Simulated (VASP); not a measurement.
Input:

```
CELL_PARAMETERS angstrom
      3.21959     0.00000     0.00000
      0.00000     3.21959     0.00000
      0.00000     0.00000     3.21959
ATOMIC_POSITIONS crystal
  In 0.50000 0.50000 0.50000
  Pd 0.00000 0.00000 0.00000
```

Method: LDA (Ceperley-Alder, Perdew-Zunger), VASP's LDA PAW potentials (set 64) (plane waves; VASP 6.6.1). Run with 520 eV cut-off, Gaussian smearing of 0.050 eV, potentials In_d Pd.

Unless said otherwise, spin-orbit coupling is left out, though it shifts the bands of the heavy elements here.

### Question
What does the run give for the band gap (along the path) with the smallest direct gap where there is one?

### Answer

```json
{
 "band gap (along the path)": "none (metal, semimetal or under 0.01 eV)"
}
```

Total energies compare only between runs with the same potentials, cut-off and functional.

The compound is PdIn in the CsCl type structure. It was relaxed first. The electron count is odd and the run is not spin-polarised, which forces a metal.
